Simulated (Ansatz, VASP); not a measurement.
**Cu (Cu(111)): VASP beside Ansatz**

One calculation is typed for both programs; each brings its own data sets. How far apart do they land? Of the first pair: The structure shown is the start of the Ansatz relaxation below; VASP solves that cell, so the two are compared at the walk's first step.

Calculated with Ansatz 0.2.0; plane waves, with VASP 6.6.1 beside it; single point at PBE.

### 1. The starting structure

The cell holds 6 atoms: 6 Cu. Cell: a = 2.553 Å, b = 2.553 Å, c = 24.421 Å, α = 90.0°, β = 90.0°, γ = 60.0°. Vacuum lies along c.

### 2. Ansatz: relaxation, PBE

Ansatz runs on its default PAW (the set named soft_2) files.

The two programs are compared at the cell with which this relaxation starts, whose forces are those of its first step.

input.yaml reads:

```yaml
crystal:
  lattice:
    - [2.5526554801, 0.0, 0.0]
    - [1.27632774, 2.2106644929, 0.0]
    - [0.0, 0.0, 24.4211723589]
  atoms:
    - { symbol: Cu, position: [0.3333333333, 0.3333333333, 0.2866365258] }
    - { symbol: Cu, position: [0.6666666667, 0.6666666667, 0.3719819155] }
    - { symbol: Cu, position: [0.0, 0.0, 0.4573273052] }
    - { symbol: Cu, position: [0.3333333333, 0.3333333333, 0.5426726948] }
    - { symbol: Cu, position: [0.6666666667, 0.6666666667, 0.6280180845] }
    - { symbol: Cu, position: [0.0, 0.0, 0.7133634742] }
kpoints:
  mp_grid: { grid: [14, 14, 1] }
hamiltonian:
  xc: pbe
scf:
  occupations: { method: fermi_dirac, width: 0.1 }
efield:
  axis: 3
  dipole_correction: true
  ramp_width: 0.05
relax:
  f_tol: 0.02
  max_steps: 60
  constraints: [{ sites: [0, 1, 2] }]
output:
  write_potential: true
  write_density: true
  volumetric_format: npy
```

Started as:

```
$ ansatz run input.yaml --threads 2 --pin off --max-ram 4096MiB --backend cpu --events-out ev --progress --plain --runs-dir out
```

Numbers of over 12 decimals in the logs are rounded to 6 here.

Log:

```text
Engine: ansatz 0.2.0, x86_64-unknown-linux-gnu
Pseudopotentials: kind: paw
Pseudopotential: Cu, paw, valence charge 19, recommended cutoff 420 eV (normal), Cu.paw.azcp
Functional definition: PBE
  parameter kappa = 0.804
  parameter beta = 0.066725
  exchange = pbe_x(kappa = kappa, mu = beta*pi^2/3)
  correlation = pbe_c(beta = beta)
Crystal: 6 atoms, lattice volume = 137.810 Å³
Basis set: ecut = 420 eV, 2751 PW (Γ), exchange–correlation on 36×36×360 points (8 copies of the dense FFT grid, shifted against one another)
Bands: 69, of which v1, the nominal top of the filled ones, is band 57 counted from 1 (56 counted from 0)
Symmetry: 6 space group operations
k-points: 24 of 196 (time reversal used)
Non-local potential: Cu, projectors of the file, l = 0: 3, l = 1: 2, l = 2: 3, l = 3: 1
PAW form: soft (Blöchl's): semilocal exchange-correlation on the pseudo side does not see the compensation charge
PAW one-centre angular grid: Cu, 590 points (default); XC on 64 Gauss nodes
Initial density: superposition of atomic densities (neutral atoms: chi_scale 0, normalization atom), corrected by the library's trained network
Initial wavefunctions: pseudopotential atomic-orbital guess
Functional: x = pbe(κ = 0.804, μ = 0.219515), c = pbe(β = 0.066725)
SCF iter   1: F=—  HF=-39750.138572 eV  |F-HF|=—  |Δ(HF+E_count)|=         —  Δρ=1.59e-3  dr2=1.38e-2  ethr=1.77e-3  p=0.000 e·Å  D=1.96e-13 V/Å  ΔV_dip=-0.00 eV  dr2_dipole=7.87e-8  V_vac-E_F(+/−)=4.70/4.70 eV  ⟨swp⟩=6.8  Hψ=6554  notcnv=0  defer=40
efield: sawtooth ramp at fractional position 0.9750 (placed from the atoms, in the widest stretch of the axis that holds none; the zero of the levels goes with the place), width 0.0500; the density the first Hamiltonian is built on has a dipole p = 0.000 e·Å; the dipole correction subtracts the counter field D = 1.96e-13 V/Å, which shifts the + side's vacuum level by -0.00 eV against the − side's; the planar-averaged density in the ramp window peaks in size at 1.1e-4 e/Å³
preconditioner: auto → LDOS  [metal: Δε(μ)=0.062 eV  Ē_g=9.020 eV  σ=0.100 eV  W_gap=0.15  n_scr=20 (ndim 8)  ℏωp=25.7 eV  f_vac=0.458  D(μ)=2.10/eV (n_scr^D=12)  β→1.0]
SCF iter   2: F=—  HF=-39750.141048 eV  |F-HF|=—  |Δ(HF+E_count)|=   2.48e-3  Δρ=3.05e-3  dr2=9.61e-3  ethr=1.21e-5  p=-0.000 e·Å  D=-6.72e-6 V/Å  ΔV_dip=0.00 eV  dr2_dipole=5.60e-8  V_vac-E_F(+/−)=4.78/4.78 eV  ⟨swp⟩=2.9  Hψ=3745  notcnv=0  defer=65
SCF iter   3: F=—  HF=-39750.139516 eV  |F-HF|=—  |Δ(HF+E_count)|=   1.53e-3  Δρ=6.46e-4  dr2=4.48e-4  ethr=8.43e-6  p=-0.000 e·Å  D=-3.92e-6 V/Å  ΔV_dip=0.00 eV  dr2_dipole=5.88e-8  V_vac-E_F(+/−)=4.77/4.77 eV  ⟨swp⟩=2.0  Hψ=2352  notcnv=0  defer=65
SCF iter   4: F=—  HF=-39750.139481 eV  |F-HF|=—  |Δ(HF+E_count)|=   3.51e-5  Δρ=3.11e-4  dr2=2.15e-4  ethr=3.93e-7  p=-0.000 e·Å  D=-1.87e-6 V/Å  ΔV_dip=0.00 eV  dr2_dipole=6.19e-9  V_vac-E_F(+/−)=4.77/4.77 eV  ⟨swp⟩=3.0  Hψ=2880  notcnv=0  defer=65
SCF iter   5: F=—  HF=-39750.139486 eV  |F-HF|=—  |Δ(HF+E_count)|=   5.41e-6  Δρ=1.75e-4  dr2=7.51e-5  ethr=1.88e-7  p=0.000 e·Å  D=1.44e-8 V/Å  ΔV_dip=-0.00 eV  dr2_dipole=4.50e-10  V_vac-E_F(+/−)=4.78/4.78 eV  ⟨swp⟩=1.9  Hψ=2089  notcnv=0  defer=65
SCF iter   6: F=—  HF=-39750.139489 eV  |F-HF|=—  |Δ(HF+E_count)|=   2.75e-6  Δρ=8.77e-5  dr2=1.06e-5  ethr=6.59e-8  p=0.000 e·Å  D=2.11e-7 V/Å  ΔV_dip=-0.00 eV  dr2_dipole=4.78e-10  V_vac-E_F(+/−)=4.79/4.79 eV  ⟨swp⟩=2.3  Hψ=2263  notcnv=0  defer=65
SCF iter   7: F=-39750.139488 eV  HF=-39750.139488 eV  |F-HF|=2.20e-8  |Δ(HF+E_count)|=   6.91e-7  Δρ=2.31e-5  dr2=1.15e-6  ethr=8.77e-9  p=0.000 e·Å  D=5.75e-7 V/Å  ΔV_dip=-0.00 eV  dr2_dipole=2.81e-10  V_vac-E_F(+/−)=4.79/4.79 eV  ⟨swp⟩=11.5  Hψ=15443  notcnv=0
SCF 1 converged in 7 iterations: F = -39750.139488 eV  dr2 = 1.15e-6
  greatest PAW one-centre occupation: 1.000 electrons in one spin orbital (limit 2), on the Cu atom at site 5 (counted from 0), in its partial waves of l = 0
relax step   1: F+E_penalty+E_count = -39750.13948802 eV  Δ(F+E_penalty+E_count) = +0.000e0 eV  max|allowed force component| = 3.179e-2 eV/Å  Δτ_max = 0.0000 Å  (7 SCF iters, dr2 threshold 1.00e-5 eV, accepted)
Initial density: handed on by an earlier stage of this run
Initial wavefunctions: those handed on with the density
iter 1 solved again at ethr=4.31e-7 eV; its pass at ethr=3.10e-3 eV (dr2=4.91e-4 eV) is discarded
SCF iter   1: F=—  HF=-39750.139974 eV  |F-HF|=—  |Δ(HF+E_count)|=         —  Δρ=8.25e-4  dr2=4.95e-4  ethr=4.31e-7  p=0.000 e·Å  D=7.75e-7 V/Å  ΔV_dip=-0.00 eV  dr2_dipole=2.19e-6  V_vac-E_F(+/−)=4.79/4.79 eV  ⟨swp⟩=2.9  Hψ=5197  notcnv=0  defer=81
[...]
SCF iter   3: F=—  HF=-39750.139783 eV  |F-HF|=—  |Δ(HF+E_count)|=   1.72e-5  Δρ=5.63e-4  dr2=2.84e-4  ethr=2.57e-7  p=-0.000 e·Å  D=-8.73e-5 V/Å  ΔV_dip=0.00 eV  dr2_dipole=2.16e-5  V_vac-E_F(+/−)=4.80/4.80 eV  ⟨swp⟩=2.0  Hψ=2920  notcnv=0  defer=81
SCF iter   4: F=—  HF=-39750.139746 eV  |F-HF|=—  |Δ(HF+E_count)|=   3.73e-5  Δρ=1.67e-4  dr2=2.57e-5  ethr=2.49e-7  p=-0.000 e·Å  D=-4.56e-5 V/Å  ΔV_dip=0.00 eV  dr2_dipole=2.07e-6  V_vac-E_F(+/−)=4.80/4.79 eV  ⟨swp⟩=2.0  Hψ=1994  notcnv=0  defer=81
SCF iter   5: F=—  HF=-39750.139748 eV  |F-HF|=—  |Δ(HF+E_count)|=   2.27e-6  Δρ=7.57e-5  dr2=5.09e-6  ethr=2.26e-8  p=-0.000 e·Å  D=-1.66e-5 V/Å  ΔV_dip=0.00 eV  dr2_dipole=5.04e-7  V_vac-E_F(+/−)=4.80/4.80 eV  ⟨swp⟩=2.0  Hψ=2337  notcnv=0  defer=81
SCF iter   6: F=—  HF=-39750.139747 eV  |F-HF|=—  |Δ(HF+E_count)|=   9.13e-7  Δρ=1.20e-5  dr2=1.64e-7  ethr=4.47e-9  p=-0.000 e·Å  D=-1.69e-5 V/Å  ΔV_dip=0.00 eV  dr2_dipole=4.04e-8  V_vac-E_F(+/−)=4.80/4.80 eV  ⟨swp⟩=2.0  Hψ=2461  notcnv=0  defer=81
SCF iter   7: F=-39750.139747 eV  HF=-39750.139747 eV  |F-HF|=3.81e-8  |Δ(HF+E_count)|=   1.72e-7  Δρ=3.12e-6  dr2=1.30e-8  ethr=8.77e-11  p=-0.000 e·Å  D=-2.07e-5 V/Å  ΔV_dip=0.00 eV  dr2_dipole=1.82e-9  V_vac-E_F(+/−)=4.80/4.80 eV  ⟨swp⟩=10.2  Hψ=12195  notcnv=0
SCF 2 converged in 7 iterations: F = -39750.139747 eV  dr2 = 1.30e-8
relax step   2: F+E_penalty+E_count = -39750.13974744 eV  Δ(F+E_penalty+E_count) = -2.594e-4 eV  max|allowed force component| = 1.840e-2 eV/Å  Δτ_max = 0.0087 Å  (7 SCF iters, accepted)
NSCF: frozen V_eff on 24 k-points
the band table was solved once a step of the walk had ended and its energy, with any forces and stress, was formed, with the checks that follow a solve (8420 applications of the Hamiltonian). They found nothing against the state; the energy, forces and stress were not computed again (output.eigenvalues in the input reference)
WARN: The output density's exchange-correlation potential varies sharply where the density is thin. Do not read a vacuum level from v_tot or v_xc, or from such a field of the output density. On a cell that repeats whose density bears no net charge and no dipole along the vacuum's axis use v_es (v_loc + v_h of the components); under efield.dipole_correction with no amplitude use v_es + v_field, which holds any externa [...]
SCF converged after 7 iterations
Free energy (F): -39750.139747 eV
Harris-Foulkes:  -39750.139747 eV  (|F-HF|=3.81e-8)
Internal energy: -39750.072715 eV  (E = F + TS)
E sigma→0 (E₀):  -39750.106231 eV
Entropy (-TS):   -0.067033 eV (-11.172 meV/atom)
Fermi energy:    6.348397 eV
Dipole field:    D = -0.000090 V/Å  (p = -0.000068 e·Å, saw-weighted, corrected)
Work function:   Φ+ = 4.7969 eV   Φ− = 4.7947 eV
Levels:          The Fermi level and band energies are counted from a zero that moves with the ramp; work functions are not
--- Per-component energies (eV) ---
  E_band       = -3334.586120
  E_kinetic    = 1798.557683
  E_local      = -230495.456300  (includes V_loc(G=0)·N_el)
  E_nonlocal   = 2343.079562
  E_hartree    = 113214.027677
  E_xc         = -535.208264
  E_vxc        = -690.459079  (∫ρ·V_xc dr)
  E_paw        = -9981.223109  (= ΣΔE_a)
  E_vpaw       = -2718.399562  (= ΣTr[D̂ρ^β])
  E_aug_tail   = 0.001664  (compensation charges beyond the density's cutoff)
  E_efield     = 0.000000  (sawtooth field / dipole correction)
  E_vefield    = 0.000035  (∫n·V_field dr)
  E_ewald      = 83906.148371
  E_smearing   = -0.067033  (= −TS)
  E_closure    = -0.000000  (closes the sum)
  Σ components = -39750.139747   (vs F -39750.139747, Δ=0.00e0)
--- Forces (eV/Å), atoms counted from 1 ---
  atom   1  Cu     0.00000000    -0.00000000    -0.00748917
  atom   2  Cu    -0.00000000    -0.00000000    -0.03104038
  atom   3  Cu     0.00000000    -0.00000000     0.01442240
  atom   4  Cu    -0.00000000     0.00000000     0.00120236
  atom   5  Cu     0.00000000     0.00000000     0.01839805
  atom   6  Cu     0.00000000     0.00000000     0.00442687
  max |Σ_I F_I| component: 7.99e-5 eV/Å
--- Band table (eV; the first three rows and the last of 24) ---
  k-point 0: bands = [... 53 lower, 4.5082, 4.5082, 4.6943, 4.6943, 4.7528, 4.7528, 5.4563, 5.9368, ... 8 higher]
  k-point 1: bands = [... 53 lower, 4.4677, 4.5088, 4.5247, 4.6947, 4.7555, 4.8352, 5.8271, 6.3916, ... 8 higher]
  k-point 2: bands = [... 53 lower, 4.3254, 4.5082, 4.6632, 4.6953, 4.7629, 5.3148, 6.5261, 7.3290, ... 8 higher]
  k-point 23: bands = [... 53 lower, 4.7281, 9.0067, 9.0891, 9.3894, 9.7705, 10.2592, 10.7612, 11.1986, ... 8 higher]
--- Relaxed structure (2 steps of the walk, 2 accepted, 0 SCFs on fresh bases) ---
  F+E_penalty+E_count = -39750.13974744 eV   max|allowed force component| = 1.840e-2 eV/Å
  atoms:
    - { symbol: Cu, position: [0.333333, 0.333333, 0.2866365258] }
    - { symbol: Cu, position: [0.666667, 0.666667, 0.3719819155] }
    - { symbol: Cu, position: [0.0, 0.0, 0.4573273052] }
    - { symbol: Cu, position: [0.333333, 0.333333, 0.542840] }
    - { symbol: Cu, position: [0.666667, 0.666667, 0.628344] }
    - { symbol: Cu, position: [6.273865533028239e-19, 0, 0.713718] }
```

### 3. VASP: single point, PBE, start cell, pair 1

The same cell, functional, mesh and smearing now go to VASP, with its own data sets.

Lines of VASP's logs that name or quote its potential files are left out, and so is its time.

INCAR reads:

```
SYSTEM = Cu
PREC = Accurate
ENCUT = 520
EDIFF = 1E-06
NELM = 120
ISMEAR = -1
SIGMA = 0.1
LREAL = .FALSE.
ALGO = Normal
GGA = PE
NBANDS = 40
LASPH = .TRUE.
LORBIT = 11
LWAVE = .FALSE.
LCHARG = .FALSE.
ISIF = 2
LDIPOL = .TRUE.
IDIPOL = 3
DIPOL = 0.5 0.5 0.5
LVHAR = .TRUE.
GGA_COMPAT = .FALSE.
NELMDL = -8
KPAR = 2
```

POSCAR reads:

```
Cu
1.0
    2.5526554801      0.0000000000      0.0000000000
    1.2763277400      2.2106644929      0.0000000000
    0.0000000000      0.0000000000     24.4211723589
Cu
6
Direct
    0.3333333980      0.3333334077      0.2866365258
    0.6666667313      0.6666667410      0.3719818961
    0.0000000646      0.0000000743      0.4573273075
    0.3333333980      0.3333334077      0.5426726778
    0.6666667313      0.6666667410      0.6280180892
    0.0000000646      0.0000000743      0.7133634595
```

KPOINTS reads:

```
Automatic mesh
0
Gamma
14 14 1
0 0 0
```

PAW data sets: Cu (PBE family, release 64).

Started as:

```
$ mpirun -np 2 vasp_std
```

Log:

```text
[banner, memory and clock lines left out]
running    2 mpi-ranks, on    1 nodes
 distrk:  each k-point on    1 cores,    2 groups
 distr:  one band on    1 cores,    1 groups

 POSCAR found type information on POSCAR Cu
 POSCAR found :  1 types and       6 ions
 LDA part: xc-table for (Slater+PW92), standard interpolation
 POSCAR, INCAR and KPOINTS ok, starting setup
 FFT: planning ... GRIDC
 FFT: planning ... GRID_SOFT
 FFT: planning ... GRID
 WAVECAR not read
 entering main loop
       N       E                     dE             d eps       ncg     rms          rms(c)
DAV:   1     0.582090409033E+03    0.58209E+03   -0.29830E+04  1920   0.241E+03
DAV:   2     0.394342984352E+02   -0.54266E+03   -0.52659E+03  1920   0.444E+02
DAV:   3    -0.245252291027E+02   -0.63960E+02   -0.58908E+02  1992   0.206E+02
DAV:   4    -0.265232999638E+02   -0.19981E+01   -0.19876E+01  2280   0.479E+01
DAV:   5    -0.265702684404E+02   -0.46968E-01   -0.46959E-01  2224   0.587E+00
DAV:   6    -0.265726097674E+02   -0.23413E-02   -0.23411E-02  2600   0.109E+00
DAV:   7    -0.265727234318E+02   -0.11366E-03   -0.11366E-03  2536   0.209E-01
DAV:   8    -0.265727283286E+02   -0.48968E-05   -0.48967E-05  2240   0.364E-02    0.185E+01
DAV:   9    -0.238712054822E+02    0.27015E+01   -0.60235E+01  2184   0.130E+02    0.100E+01
DAV:  10    -0.215227074877E+02    0.23485E+01   -0.11858E+01  2240   0.576E+01    0.129E+00
DAV:  11    -0.215656899750E+02   -0.42982E-01   -0.10275E+00  2504   0.424E+01    0.192E+00
DAV:  12    -0.215031452823E+02    0.62545E-01   -0.30722E-01  2856   0.203E+01    0.108E+00
DAV:  13    -0.214874581935E+02    0.15687E-01   -0.68410E-02  3376   0.779E+00    0.500E-01
DAV:  14    -0.214835225569E+02    0.39356E-02   -0.30924E-02  2448   0.587E+00    0.155E-01
[...]
DAV:  20    -0.214833134991E+02   -0.36300E-04   -0.63760E-05  2064   0.187E-01    0.102E-02
DAV:  21    -0.214833430086E+02   -0.29510E-04   -0.28310E-05  2232   0.149E-01    0.963E-03
DAV:  22    -0.214833745717E+02   -0.31563E-04   -0.98879E-06  2128   0.796E-02    0.486E-03
DAV:  23    -0.214833908035E+02   -0.16232E-04   -0.38694E-06  1856   0.466E-02    0.295E-03
DAV:  24    -0.214834135373E+02   -0.22734E-04   -0.16377E-06  1280   0.222E-02    0.329E-03
DAV:  25    -0.214834167071E+02   -0.31698E-05   -0.98001E-07  1320   0.201E-02    0.118E-03
DAV:  26    -0.214834189437E+02   -0.22365E-05   -0.27934E-07  1216   0.107E-02    0.326E-04
DAV:  27    -0.214834194270E+02   -0.48337E-06   -0.98659E-08  1232   0.285E-03
   1 F= -.21483419E+02 E0= -.21450596E+02  d E =-.656461E-01
```

Parts of OUTCAR (step 3):

```text
ion  position               nearest neighbor table
   1  0.333  0.333  0.287-   2 2.55   2 2.55   2 2.55
   2  0.667  0.667  0.372-   1 2.55   1 2.55   1 2.55   3 2.55   3 2.55   3 2.55
   3  0.000  0.000  0.457-   4 2.55   4 2.55   4 2.55   2 2.55   2 2.55   2 2.55
   4  0.333  0.333  0.543-   3 2.55   3 2.55   3 2.55   5 2.55   5 2.55   5 2.55
   5  0.667  0.667  0.628-   6 2.55   6 2.55   6 2.55   4 2.55   4 2.55   4 2.55
   6  0.000  0.000  0.713-   5 2.55   5 2.55   5 2.55

  LATTYP: Found a hexagonal cell.
 ALAT       =     2.5526554801
 C/A-ratio  =     9.5669676340

 Subroutine GETGRP returns: Found 12 space group operations
 (whereof  6 operations were pure point group operations)

The static configuration has the point symmetry C_3v.
 The point group associated with its full space group is D_3d.

 Found     24 irreducible k-points:

   k-points           NKPTS =     24   k-points in BZ     NKDIM =     24   number of bands    NBANDS=     40

   dimension x,y,z NGX =    20 NGY =   20 NGZ =  192
   dimension x,y,z NGXF=    40 NGYF=   40 NGZF=  384

   ENCUT  =  520.0 eV  38.22 Ry    6.18 a.u.   4.75  4.75 45.41*2*pi/ulx,y,z

   NELECT =      66.0000    total number of electrons

 k-points in reciprocal lattice and weights: Automatic mesh
   0.00000000  0.00000000  0.00000000       0.005
   0.07142857  0.00000000  0.00000000       0.031
   0.14285714 -0.00000000  0.00000000       0.031
   0.21428571  0.00000000  0.00000000       0.031
   0.28571429  0.00000000  0.00000000       0.031
   0.35714286  0.00000000  0.00000000       0.031
   0.42857143  0.00000000  0.00000000       0.031
   0.50000000  0.00000000  0.00000000       0.015
   0.14285714  0.07142857  0.00000000       0.031
[...]
-0.42857143  0.28571429  0.00000000       0.031
  -0.35714286  0.28571429  0.00000000       0.031

 dipolmoment           0.000000      0.000000      0.000006 electrons x Angstroem

 average (electrostatic) potential at core
       1 -69.4164       2 -69.6668       3 -69.6637       4 -69.6637       5 -69.6667
       6 -69.4162

 E-fermi :   1.6385

 k-point     1 :       0.0000    0.0000    0.0000
  band No.  band energies     occupation
    ...
     33      -0.0522      2.00000
     34       0.0058      2.00000
     35       0.0058      2.00000
     36       0.7607      1.99969
     37       1.2582      1.95639
     38       5.8493      0.00000
     39       5.9511      0.00000
     40       7.1768      0.00000

 k-point     2 :       0.0714    0.0000    0.0000
  band No.  band energies     occupation
    ...
     33      -0.0518      2.00000
     34       0.0085      2.00000
     35       0.1017      2.00000
     36       1.1226      1.98858
     37       1.7029      0.68903
     38       5.9614      0.00000
     39       6.1049      0.00000
     40       7.3079      0.00000

 k-point     3 :       0.1429   -0.0000    0.0000
  band No.  band energies     occupation
    ...
     31      -0.2364      2.00000
     32      -0.0747      2.00000
     33      -0.0513      2.00000
     34       0.0158      2.00000
     35       0.5888      1.99994
     36       1.8192      0.28205
     37       2.6341      0.00009
     38       6.2975      0.00000
     39       6.5663      0.00000
     40       7.7164      0.00000

  Total        0.0458574      0.0458574      0.4288287     -0.0000000     -0.0000000      0.0000000
  in kB        0.5331365      0.5331365      4.9855474     -0.0000000     -0.0000000      0.0000000
  external PRESSURE =       2.0172735 kB  Pullay stress =       0.0000000 kB

  energy-cutoff  :      520.00
  volume of cell :      137.81
      direct lattice vectors                 reciprocal lattice vectors
     2.552655480  0.000000000  0.000000000     0.391748909 -0.226176338  0.000000000
     1.276327740  2.210664493  0.000000000     0.000000000  0.452352676  0.000000000
     0.000000000  0.000000000 24.421172359     0.000000000  0.000000000  0.040948075

 POSITION                                       TOTAL-FORCE (eV/Angst)
 -----------------------------------------------------------------------------------
      1.27633      0.73689      7.00000         0.000000     -0.000000     -0.024407
      2.55266      1.47378      9.08423         0.000000      0.000000     -0.034690
      0.00000      0.00000     11.16847         0.000000     -0.000000     -0.002834
      1.27633      0.73689     13.25270        -0.000000      0.000000      0.002834
      2.55266      1.47378     15.33694        -0.000000     -0.000000      0.034690
      0.00000      0.00000     17.42117         0.000000      0.000000      0.024407
 -----------------------------------------------------------------------------------
    total drift:                               -0.000196     -0.000124      0.001173

  FREE ENERGIE OF THE ION-ELECTRON SYSTEM (eV)
  ---------------------------------------------------
  free  energy   TOTEN  =       -21.4834194270 eV

  energy  without entropy=      -21.4177733116  energy(sigma->0) =      -21.45059637

 vacuum level on the upper side and lower side of the slab         6.406         6.406

 total charge
# of ion       s       p       d       tot
------------------------------------------
    1        0.452   0.293   9.186   9.931
    2        0.446   0.378   9.179  10.004
    3        0.448   0.386   9.173  10.006
    4        0.448   0.386   9.173  10.006
    5        0.446   0.378   9.179  10.004
    6        0.452   0.293   9.186   9.931
--------------------------------------------------
tot          2.692   2.115  55.077  59.883

[... 3 further parts left out ...]
```

### 4. Comparison

Known differences besides the potentials themselves: the data sets hold 114 valence electrons in Ansatz (on its default PAW (the set named soft_2) files) and 66 in VASP; the cutoff is 420 eV in Ansatz and 520 eV in VASP. Total energies have different zeros and are not compared.

At this near-relaxed geometry the largest component of a force difference is 17 meV/Å. With vacuum in the cell, a pressure given here is an average over mostly empty space and none of the material.

[end of part 1 of 2]

[Lines on the potential files, build, host, timing and source positions are cut from VASP's logs without a mark.]

[Logs are printed without paths, hosts, clocks, repeated set-up lines and the standing remarks that a program may print on its own settings, such as how far it seeks lower states.]

[Hosts, paths, dates, database ids (printed as entryN), source tags and the programs' standing remarks are cut or masked in the printed files.]
